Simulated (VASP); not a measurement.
An input for Ansatz (written as the equivalent of a VASP run, and not itself run):

Ansatz 0.2 input:
```yaml
crystal:
  lattice:
    - [1.3584130, -2.4583340, 0.0000000]
    - [1.3584130, 2.4583340, 0.0000000]
    - [0.0000000, 0.0000000, 4.3408590]
  atoms:
    - { symbol: Re, position: [0.3333330, 0.6666670, 0.2500000] }
    - { symbol: Re, position: [0.6858190, 0.3524850, 0.7500000] }
kpoints:
  mp_grid: { grid: [14, 14, 8] }
hamiltonian:
  xc: pbe
  pseudopotentials: { kind: paw }
scf:
  occupations: { method: methfessel_paxton, width: 0.1 }
  max_iter: 100
output: { forces: true, stress: true, eigenvalues: true }
```

### Question
Translate this input to VASP (INCAR, KPOINTS, POSCAR, choice of POTCAR).

### Answer
This is not unique; one that fits is 
File POSCAR:
```
Re
1.0
  1.3584130000  -2.4583340000   0.0000000000
  1.3584130000   2.4583340000   0.0000000000
  0.0000000000   0.0000000000   4.3408590000
Re
2
direct
  0.3333330000   0.6666670000   0.2500000000
  0.6858190000   0.3524850000   0.7500000000
```

### INCAR
```
SYSTEM = Re
PREC = Accurate; ENCUT = 400; LREAL = .FALSE.
LASPH = .TRUE.
EDIFF = 1E-6; NELM = 100; ALGO = Conjugate
LMAXMIX = 6
ISMEAR = 1; SIGMA = 0.1
GGA = PE
ISIF = 2
LWAVE = .FALSE.; LCHARG = .FALSE.
```

File KPOINTS:
```
Automatic mesh
0
Gamma
14 14 8
0 0 0
```

POTCAR, in this order: Re (PBE.64 set). Program: vasp_std.

The two are equivalent in intent, not identical: each code has its own PAW files, so the cut-off isn't converted (ENCUT is set for VASP's; basis.ecutwfc is left out, and Ansatz then takes the one that its files recommend); Ansatz stops its SCF on the density residual and VASP on the energy change (EDIFF).

The compound is Re in the hcp structure. The cell was not relaxed at this level, atoms are displaced from their ideal sites. The run is one of a series of settings (ALGO = Conjugate against the base run), some of them coarse on purpose.
